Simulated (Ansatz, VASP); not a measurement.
## ZnCu2SnS4 in two plane-wave programs

Wanted: the spread between two codes on one cell, functional and k mesh.

Program: Ansatz 0.2.0. Level of theory: plane waves, with VASP 6.6.1 beside it; single point at PBE. Results are calculated unless marked as measured.

## 1. Starting point

Symmetry: I-4, No. 82, tetragonal system. The conventional cell has a = 5.434 Å, b = 5.434 Å, c = 10.850 Å, α = 90.00°, β = 90.00°, γ = 90.00°. Nearest to Sn lie 4 S at 2.41 Å. Zn has 4 S at 2.33 Å nearest. Nearest to Cu lie 4 S at 2.33 Å. Nearest to S lie 1 Zn at 2.33 Å and 2 Cu at 2.33 Å and 1 Sn at 2.41 Å. Farther neighbours and most contacts between anions are not listed.

Structure file:

```xyz
8
Lattice="-2.7171 2.7171 5.4248 2.7171 -2.7171 5.4248 2.7171 2.7171 -5.4248" Properties=species:S:1:pos:R:3 pbc="T T T"
Sn    0.0000    0.0000    5.4248
Zn    2.7171    0.0000    2.7124
Cu    0.0000    2.7171    2.7124
Cu    0.0000    0.0000    0.0000
S     1.3944    1.3922    4.0338
S    -1.3922    1.3944    6.8158
S     1.3227    1.3249   -1.3910
S     4.1093    1.3227    1.3910
```

## 2. VASP: single point, PBE

A single point gives forces, pressure and levels at one fixed geometry, so differences don't come from the geometry; what else differs is listed under the comparison.

Lines of VASP's logs that name or quote its potential files are left out, and so is its time.

INCAR

```
SYSTEM = ZnCu2SnS4
PREC = Accurate
ENCUT = 400
EDIFF = 1E-06
NELM = 100
ISMEAR = -1
SIGMA = 0.05
LREAL = .FALSE.
ALGO = Normal
GGA = PE
NBANDS = 44
LORBIT = 11
LWAVE = .FALSE.
LCHARG = .TRUE.
ISIF = 2
LELF = .TRUE.
LVHAR = .TRUE.
```

POSCAR

```
ZnCu2SnS4
1.0
   -2.7171000000      2.7171000000      5.4248000000
    2.7171000000     -2.7171000000      5.4248000000
    2.7171000000      2.7171000000     -5.4248000000
Sn Zn Cu S
1 1 2 4
Direct
    0.5000000000      0.5000000000      0.0000000000
    0.2500000000      0.7500000000      0.5000000000
    0.7500000000      0.2500000000      0.5000000000
    0.0000000000      0.0000000000      0.0000000000
    0.6279900000      0.6283900000      0.5128000000
    0.8848100000      0.3720100000      0.0004000000
    0.1155900000      0.1151900000      0.4872000000
    0.3716100000      0.8844100000      0.9996000000
```

KPOINTS

```
Automatic mesh
0
Gamma
7 7 7
0 0 0
```

PAW data sets: Sn_d, Zn, Cu and S (PBE family, release 64).

Launch:

```sh
mpirun -np 4 vasp_std
```

Numbers of over 12 decimals in the logs are rounded to 6 here.

The log of the run:

```text
[banner, memory and clock lines left out]
running    4 mpi-ranks, on    1 nodes
 distrk:  each k-point on    4 cores,    1 groups
 distr:  one band on    1 cores,    4 groups

 POSCAR found type information on POSCAR SnZnCuS
 POSCAR found :  4 types and       8 ions
 LDA part: xc-table for (Slater+PW92), standard interpolation
 POSCAR, INCAR and KPOINTS ok, starting setup
 FFT: planning ... GRIDC
 FFT: planning ... GRID_SOFT
 FFT: planning ... GRID
 WAVECAR not read
 entering main loop
       N       E                     dE             d eps       ncg     rms          rms(c)
DAV:   1     0.666585784337E+03    0.66659E+03   -0.27577E+04  4596   0.174E+03
DAV:   2     0.797746329020E+02   -0.58681E+03   -0.56954E+03  4576   0.463E+02
DAV:   3    -0.267929661979E+02   -0.10657E+03   -0.10422E+03  5876   0.196E+02
DAV:   4    -0.345242701018E+02   -0.77313E+01   -0.76450E+01  6124   0.543E+01
DAV:   5    -0.348806775881E+02   -0.35641E+00   -0.35576E+00  6860   0.122E+01    0.171E+01
DAV:   6    -0.342435555064E+02    0.63712E+00   -0.34102E+01  7160   0.925E+01    0.126E+01
DAV:   7    -0.323757606906E+02    0.18678E+01   -0.10217E+01  6336   0.788E+01    0.823E+00
DAV:   8    -0.326308347583E+02   -0.25507E+00   -0.36400E+00  7096   0.198E+01    0.385E+00
DAV:   9    -0.325113407645E+02    0.11949E+00   -0.12340E+00  6416   0.194E+01    0.771E-01
DAV:  10    -0.325067046191E+02    0.46361E-02   -0.94764E-02  6756   0.583E+00    0.261E-01
DAV:  11    -0.325075940031E+02   -0.88938E-03   -0.14251E-02  7420   0.200E+00    0.211E-01
DAV:  12    -0.325079696595E+02   -0.37566E-03   -0.17734E-03  7256   0.757E-01    0.714E-02
DAV:  13    -0.325081222484E+02   -0.15259E-03   -0.43678E-04  5488   0.167E-01    0.385E-02
DAV:  14    -0.325081179598E+02    0.42886E-05   -0.17062E-04  7376   0.254E-01    0.179E-02
DAV:  15    -0.325081250162E+02   -0.70564E-05   -0.46230E-05  7136   0.125E-01    0.905E-03
DAV:  16    -0.325081268856E+02   -0.18694E-05   -0.90156E-06  6108   0.421E-02    0.272E-03
DAV:  17    -0.325081271395E+02   -0.25387E-06   -0.16118E-06  3336   0.198E-02
   1 F= -.32508127E+02 E0= -.32507996E+02  d E =-.262490E-03
```

From OUTCAR (step 2):

```text
ion  position               nearest neighbor table
   1  0.500  0.500  0.000-   5 2.41   6 2.41   7 2.41   8 2.41
   2  0.250  0.750  0.500-   5 2.33   6 2.33   7 2.33   8 2.33
   3  0.750  0.250  0.500-   6 2.33   7 2.33   8 2.33   5 2.33
   4  0.000  0.000  0.000-   8 2.33   5 2.33   7 2.33   6 2.33
   5  0.628  0.628  0.513-   2 2.33   4 2.33   3 2.33   1 2.41
   6  0.885  0.372  0.000-   2 2.33   4 2.33   3 2.33   1 2.41
   7  0.116  0.115  0.487-   2 2.33   4 2.33   3 2.33   1 2.41
   8  0.372  0.884  1.000-   2 2.33   4 2.33   3 2.33   1 2.41

  LATTYP: Found a body centered tetragonal cell.
 ALAT       =     5.4342000000
 C/A-ratio  =     1.9965404291

 Subroutine GETGRP returns: Found  4 space group operations
 (whereof  4 operations were pure point group operations)

The static configuration has the point symmetry S_4 .

 Found     52 irreducible k-points:

   k-points           NKPTS =     52   k-points in BZ     NKDIM =     52   number of bands    NBANDS=     44

   dimension x,y,z NGX =    48 NGY =   48 NGZ =   48
   dimension x,y,z NGXF=    96 NGYF=   96 NGZF=   96

   ENCUT  =  400.0 eV  29.40 Ry    5.42 a.u.  10.84 10.84 10.84*2*pi/ulx,y,z

   NELECT =      72.0000    total number of electrons

 k-points in reciprocal lattice and weights: Automatic mesh
   0.00000000  0.00000000  0.00000000       0.003
   0.14285714 -0.00000000  0.00000000       0.023
   0.28571429 -0.00000000  0.00000000       0.023
   0.42857143 -0.00000000  0.00000000       0.023
   0.14285714  0.14285714  0.00000000       0.023
   0.28571429  0.14285714  0.00000000       0.023
  -0.28571429 -0.14285714  0.42857143       0.023
   0.42857143  0.14285714  0.00000000       0.023
  -0.42857143 -0.14285714 -0.42857143       0.023
[...]
-0.42857143  0.42857143  0.42857143       0.012
  -0.42857143 -0.42857143  0.42857143       0.006

 average (electrostatic) potential at core
       1-102.9550       2 -34.5925       3 -65.4495       4 -65.4785       5 -87.1376
       6 -87.1376       7 -87.1376       8 -87.1376

 E-fermi :   5.0642

 k-point     1 :       0.0000    0.0000    0.0000
  band No.  band energies     occupation
    ...
     32       3.3612      2.00000
     33       3.5110      2.00000
     34       4.7880      1.99205
     35       4.7880      1.99205
     36       4.8692      1.96033
     37       5.1817      0.17430
     38       6.9140      0.00000
     39       7.7812      0.00000
     40       8.6802      0.00000
     41       8.6802      0.00000
    ...

 k-point     2 :       0.1429   -0.0000    0.0000
  band No.  band energies     occupation
    ...
     32       3.4640      2.00000
     33       3.5637      2.00000
     34       4.3094      2.00000
     35       4.6335      1.99964
     36       4.7854      1.99246
     37       5.7638      0.00000
     38       7.2157      0.00000
     39       7.9498      0.00000
     40       8.4886      0.00000
     41       8.5613      0.00000
    ...

 k-point     3 :       0.2857   -0.0000    0.0000
  band No.  band energies     occupation
    ...
     32       3.5297      2.00000
     33       3.6379      2.00000
     34       3.9924      2.00000
     35       4.2761      2.00000
     36       4.6171      1.99974
     37       6.3203      0.00000
     38       7.8837      0.00000
     39       8.0091      0.00000
     40       8.2711      0.00000
     41       8.7104      0.00000
    ...

  Total        1.9827763      1.9827763      1.8761411     -0.0000000      0.0000000     -0.0000000
  in kB       19.8303018     19.8303018     18.7638132     -0.0000001      0.0000000     -0.0000000
  external PRESSURE =      19.4748056 kB  Pullay stress =       0.0000000 kB

  energy-cutoff  :      400.00
  volume of cell :      160.20
      direct lattice vectors                 reciprocal lattice vectors
    -2.717100000  2.717100000  5.424800000     0.000000000  0.184019727  0.092169297
     2.717100000 -2.717100000  5.424800000     0.184019727  0.000000000  0.092169297
     2.717100000  2.717100000 -5.424800000     0.184019727  0.184019727  0.000000000

 POSITION                                       TOTAL-FORCE (eV/Angst)
 -----------------------------------------------------------------------------------
      0.00000      0.00000      5.42480        -0.000000      0.000000     -0.000000
      2.71710      0.00000      2.71240         0.000000      0.000000     -0.000000
      0.00000      2.71710      2.71240         0.000000     -0.000000     -0.000000
      0.00000      0.00000      0.00000        -0.000000      0.000000     -0.000000
      1.39442      1.39224      4.03377         0.139806      0.531778     -0.183557
     -1.39224      1.39442      6.81583        -0.531778      0.139806      0.183557
      1.32268      1.32486     -1.39103        -0.139806     -0.531778     -0.183557
      4.10934      1.32268      1.39103         0.531778     -0.139806      0.183557
 -----------------------------------------------------------------------------------
    total drift:                                0.000020      0.000019      0.000023

  FREE ENERGIE OF THE ION-ELECTRON SYSTEM (eV)
  ---------------------------------------------------
  free  energy   TOTEN  =       -32.5081271395 eV

  energy  without entropy=      -32.5078646494  energy(sigma->0) =      -32.50799589

 total charge
# of ion       s       p       d       tot
------------------------------------------
    1        1.101   1.130  10.116  12.347
    2        0.531   0.482   9.799  10.812
    3        0.353   0.343   9.270   9.966
    4        0.354   0.343   9.268   9.966
    5        1.327   2.389   0.000   3.716
    6        1.327   2.389   0.000   3.716
    7        1.327   2.389   0.000   3.716
    8        1.327   2.389   0.000   3.716
--------------------------------------------------
tot          7.648  11.854  38.453  57.955

[... 3 further parts left out ...]
```

This run has no spin polarisation, so a moment on Cu, if there is one, isn't seen.

## 3. Ansatz: single point, PBE

Ansatz runs on its default PAW (the set named soft_2) files.

The same cell, functional, mesh and smearing now go to Ansatz, which takes its cutoff from its data sets.

input.yaml

```yaml
crystal:
  lattice:
    - [-2.7171, 2.7171, 5.4248]
    - [2.7171, -2.7171, 5.4248]
    - [2.7171, 2.7171, -5.4248]
  atoms:
    - { symbol: Sn, position: [0.5, 0.5, 0.0] }
    - { symbol: Zn, position: [0.25, 0.75, 0.5] }
    - { symbol: Cu, position: [0.75, 0.25, 0.5] }
    - { symbol: Cu, position: [0.0, 0.0, 0.0] }
    - { symbol: S, position: [0.62799, 0.62839, 0.5128] }
    - { symbol: S, position: [0.88481, 0.37201, 0.0004] }
    - { symbol: S, position: [0.11559, 0.11519, 0.4872] }
    - { symbol: S, position: [0.37161, 0.88441, 0.9996] }
hamiltonian:
  xc: pbe
  pseudopotentials: { kind: paw }
kpoints:
  mp_grid: { grid: [7, 7, 7] }
scf:
  occupations: { method: fermi_dirac, width: 0.05 }
  n_extra_bands: 6
output:
  forces: true
  stress: true
  eigenvalues: true
  write_density: true
  write_potential: true
  elf: true
  volumetric_format: npy
```

Launch:

```sh
ansatz run input.yaml --threads 4 --pin off --max-ram 9216MiB --backend cpu --events-out ev --progress --plain --runs-dir out
```

The log of the run:

```text
scf.n_extra_bands = 6 over 44 filled bands (N_el = 88.0): the run solves 50 bands
Engine: ansatz 0.2.0, aarch64-unknown-linux-gnu
Pseudopotentials: kind: paw
Pseudopotential: Sn, paw, valence charge 14, recommended cutoff 420 eV (normal), Sn.paw.azcp
Pseudopotential: Zn, paw, valence charge 12, recommended cutoff 420 eV (normal), Zn.paw.azcp
Pseudopotential: Cu, paw, valence charge 19, recommended cutoff 420 eV (normal), Cu.paw.azcp
Pseudopotential: S, paw, valence charge 6, recommended cutoff 420 eV (normal), S.paw.azcp
Functional definition: PBE
  parameter kappa = 0.804
  parameter beta = 0.066725
  exchange = pbe_x(kappa = kappa, mu = beta*pi^2/3)
  correlation = pbe_c(beta = beta)
Crystal: 8 atoms, lattice volume = 160.197 Å³
Basis set: ecut = 420 eV, 3083 PW (Γ), exchange–correlation on 90×90×90 points (8 copies of the dense FFT grid, shifted against one another)
Bands: 50, of which v1, the nominal top of the filled ones, is band 44 counted from 1 (43 counted from 0)
Symmetry: 4 space group operations
Space group: I-4 (ITA 82), of the structure as read, at distance tolerance 5.4e-5 Å
k-points: 52 of 343 (time reversal used)
Non-local potential: Sn, projectors of the file, l = 0: 2, l = 1: 2, l = 2: 2, l = 3: 2
Non-local potential: Zn, projectors of the file, l = 0: 2, l = 1: 2, l = 2: 3, l = 3: 1
Non-local potential: Cu, projectors of the file, l = 0: 3, l = 1: 2, l = 2: 3, l = 3: 1
Non-local potential: S, projectors of the file, l = 0: 2, l = 1: 2, l = 2: 2
PAW form: soft (Blöchl's): semilocal exchange-correlation on the pseudo side does not see the compensation charge
PAW one-centre angular grid: Sn, 590 points (default); XC on 64 Gauss nodes
PAW one-centre angular grid: Zn, 590 points (default); XC on 64 Gauss nodes
PAW one-centre angular grid: Cu, 590 points (default); XC on 64 Gauss nodes
PAW one-centre angular grid: S, 110 points (default); XC on 64 Gauss nodes
Initial density: superposition of atomic densities (neutral atoms: chi_scale 0, normalization atom), corrected by the library's trained network
Initial wavefunctions: pseudopotential atomic-orbital guess
Functional: x = pbe(κ = 0.804, μ = 0.219515), c = pbe(β = 0.066725)
SCF iter   1: F=—  HF=-26205.464143 eV  |F-HF|=—  |Δ(HF+E_count)|=         —  Δρ=9.62e-4  dr2=1.08e-3  ethr=1.77e-3  ⟨swp⟩=7.5  Hψ=11101  notcnv=0
preconditioner: auto → Resta (q_TF=auto, 2.469 Å⁻¹)  ε∞=6.5  [insulator: Δε(μ)=0.299 eV  Ē_g=10.657 eV  σ=0.050 eV  W_gap=0.88  n_scr=36 (ndim 8)  ℏωp=24.9 eV  f_vac=0.037  D(μ)=0.02/eV (n_scr^D=0)  ε∞_Penn≈6.5]
SCF iter   2: F=—  HF=-26205.464793 eV  |F-HF|=—  |Δ(HF+E_count)|=   6.50e-4  Δρ=9.79e-4  dr2=8.47e-4  ethr=1.22e-6  ⟨swp⟩=3.0  Hψ=6706  notcnv=0
SCF iter   3: F=—  HF=-26205.464670 eV  |F-HF|=—  |Δ(HF+E_count)|=   1.23e-4  Δρ=3.43e-4  dr2=1.45e-4  ethr=9.62e-7  ⟨swp⟩=2.0  Hψ=4784  notcnv=0
SCF iter   4: F=—  HF=-26205.464853 eV  |F-HF|=—  |Δ(HF+E_count)|=   1.83e-4  Δρ=1.20e-4  dr2=1.66e-5  ethr=1.65e-7  ⟨swp⟩=2.0  Hψ=3953  notcnv=0
SCF iter   5: F=—  HF=-26205.464949 eV  |F-HF|=—  |Δ(HF+E_count)|=   9.56e-5  Δρ=7.77e-5  dr2=8.78e-6  ethr=1.89e-8  ⟨swp⟩=2.0  Hψ=4733  notcnv=0
SCF iter   6: F=—  HF=-26205.464949 eV  |F-HF|=—  |Δ(HF+E_count)|=   5.99e-7  Δρ=5.50e-5  dr2=4.39e-6  ethr=9.98e-9  ⟨swp⟩=2.0  Hψ=4836  notcnv=0
SCF iter   7: F=—  HF=-26205.464950 eV  |F-HF|=—  |Δ(HF+E_count)|=   7.52e-7  Δρ=2.49e-5  dr2=1.11e-6  ethr=4.99e-9  ⟨swp⟩=2.0  Hψ=3700  notcnv=0
SCF iter   8: F=—  HF=-26205.464951 eV  |F-HF|=—  |Δ(HF+E_count)|=   3.38e-7  Δρ=8.32e-6  dr2=1.61e-7  ethr=1.26e-9  ⟨swp⟩=2.0  Hψ=3952  notcnv=0
SCF iter   9: F=-26205.464951 eV  HF=-26205.464951 eV  |F-HF|=1.83e-8  |Δ(HF+E_count)|=   1.19e-7  Δρ=4.06e-6  dr2=2.64e-8  ethr=1.14e-10  ⟨swp⟩=12.6  Hψ=18337  notcnv=0
SCF 1 converged in 9 iterations: F = -26205.464951 eV  dr2 = 2.64e-8
  greatest PAW one-centre occupation: 1.000 electrons in one spin orbital (limit 2), on the Cu atom at site 2 (counted from 0), in its partial waves of l = 0
SCF converged after 9 iterations
Free energy (F): -26205.464951 eV
Harris-Foulkes:  -26205.464951 eV  (|F-HF|=1.83e-8)
Internal energy: -26205.464645 eV  (E = F + TS)
E sigma→0 (E₀):  -26205.464798 eV
Entropy (-TS):   -0.000305 eV (-0.038 meV/atom)
Fermi energy:    8.250216 eV
--- Per-component energies (eV) ---
  E_band       = -1098.846279
  E_kinetic    = 1347.499051
  E_local      = -14949.580645  (includes V_loc(G=0)·N_el)
  E_nonlocal   = 1493.344391
  E_hartree    = 6721.766127
  E_xc         = -1084.282578
  E_vxc        = -725.308475  (∫ρ·V_xc dr)
  E_paw        = -11709.754579  (= ΣΔE_a)
  E_vpaw       = -1708.323490  (= ΣTr[D̂ρ^β])
  E_aug_tail   = 0.000206  (compensation charges beyond the density's cutoff)
  E_ewald      = -8024.456617
  E_smearing   = -0.000305  (= −TS)
  E_closure    = -0.000000  (closes the sum)
  Σ components = -26205.464951   (vs F -26205.464951, Δ=0.00e0)
--- Forces (eV/Å), atoms counted from 1 ---
  atom   1  Sn    -0.00000000     0.00000000     0.00000000
  atom   2  Zn    -0.00000000    -0.00000000     0.00000000
  atom   3  Cu    -0.00000000     0.00000000     0.00000000
  atom   4  Cu    -0.00000000    -0.00000000     0.00000000
  atom   5  S      0.16177123     0.55841899    -0.20482132
  atom   6  S     -0.55841899     0.16177123     0.20482132
  atom   7  S     -0.16177123    -0.55841899    -0.20482132
  atom   8  S      0.55841899    -0.16177123     0.20482132
  max |Σ_I F_I| component: 1.11e-16 eV/Å
--- Stress (GPa, compression-positive) ---
        2.098794       0.000000      -0.000000
       -0.000000       2.098794      -0.000000
       -0.000000      -0.000000       1.998063
  P = ⅓ Tr σ = 2.0652 GPa (20.652 kbar)
--- Band table (eV; the first three rows and the last of 52) ---
  k-point 0: bands = [... 40 lower, 6.7086, 7.9837, 7.9837, 8.0650, 8.3571, 10.0946, 10.9637, 11.8542, ... 2 higher]
  k-point 1: bands = [... 40 lower, 6.8200, 7.3146, 7.8378, 7.9410, 9.0670, 10.5396, 11.3060, 11.7513, ... 2 higher]
  k-point 2: bands = [... 40 lower, 6.9157, 7.0817, 7.4793, 7.8198, 9.4222, 11.1223, 11.2710, 11.6581, ... 2 higher]
  k-point 51: bands = [... 40 lower, 6.9662, 7.1621, 7.1904, 7.3261, 9.6104, 10.1947, 10.3786, 10.8268, ... 2 higher]
```

Elapsed: 13 s, on 4 threads of Arm Neoverse V2, shared host; peak memory 0.71 GiB.

Reading the cycles: dr2 is the Hartree energy of the density residual (eV), the measure of convergence; HF is the Harris–Foulkes estimate of the energy, which meets the free energy F at convergence.

The run ends at a pressure of 2.07 GPa, with forces up to 0.62 eV/Å.

## 4. Differences

Known differences besides the potentials themselves: the data sets hold 88 valence electrons in Ansatz (default PAW (the set named soft_2) files) and 72 in VASP; the cutoff is 420 eV in Ansatz and 400 eV in VASP; VASP leaves aspherical gradient terms in its spheres out (LASPH is not set), Ansatz keeps them. Total energies have different zeros and are not compared.

Compared:

```csv
quantity,Ansatz,VASP,difference
pressure (GPa),2.07,1.95,+0.12
pressure without Ansatz's Pulay correction (GPa),2.01,1.95,+0.06
gap on the k mesh (eV),0.292,0.312,-0.020
```

Forces (eV/Å; atoms numbered as in POSCAR):

```csv
atom,"Ansatz x, y, z","VASP x, y, z"
Sn1,"0.000, 0.000, 0.000","0.000, 0.000, 0.000"
Zn2,"0.000, 0.000, 0.000","0.000, 0.000, 0.000"
Cu3,"0.000, 0.000, 0.000","0.000, 0.000, 0.000"
Cu4,"0.000, 0.000, 0.000","0.000, 0.000, 0.000"
S5,"0.162, 0.558, -0.205","0.140, 0.532, -0.184"
S6,"-0.558, 0.162, 0.205","-0.532, 0.140, 0.184"
S7,"-0.162, -0.558, -0.205","-0.140, -0.532, -0.184"
S8,"0.558, -0.162, 0.205","0.532, -0.140, 0.184"
```

The forces differ by 17 meV/Å r.m.s., which is 7.0 % of the r.m.s. force of 0.24 eV/Å (both taken over all components). A gap on the mesh is an upper bound, since the band edges may lie between its points. Ansatz's pressure holds a Pulay correction of 0.06 GPa; VASP's holds none.

## 5. Further runs

Further runs change the set-up of one program: Ansatz's method, potentials or start, or VASP's data sets, cutoff or form of LDA. The table gives Ansatz less VASP for each quantity, since a change that brings one quantity closer may part another.

```csv
run,r.m.s. force difference (meV/Å),pressure (GPa),gap on the k mesh (eV)
as above,17,0.12,-0.020
Ansatz's larger PAW set (cutoff 1050 eV),16,0.13,-0.019
```

## 6. Results

- r.m.s. force difference (single point, PBE): 7.0 % of the r.m.s. force

The r.m.s. force difference is 7.0 % of the r.m.s. force (single point, PBE), beyond the 3 % picked in this series as the mark of a large difference. For single point, PBE, no further run moves any of the tabulated differences by more than a quarter of its size. 1 further run of this series is not shown here. How closely two codes agree says nothing of how well the functional describes the real material.

[Lines on the potential files, build, host, timing and source positions are cut from VASP's logs without a mark.]

[Logs are printed without paths, hosts, clocks, repeated set-up lines and the standing remarks that a program may print on its own settings, such as how far it seeks lower states.]

[Hosts, paths, dates, database ids (printed as entryN), source tags and the programs' standing remarks are cut or masked in the printed files.]
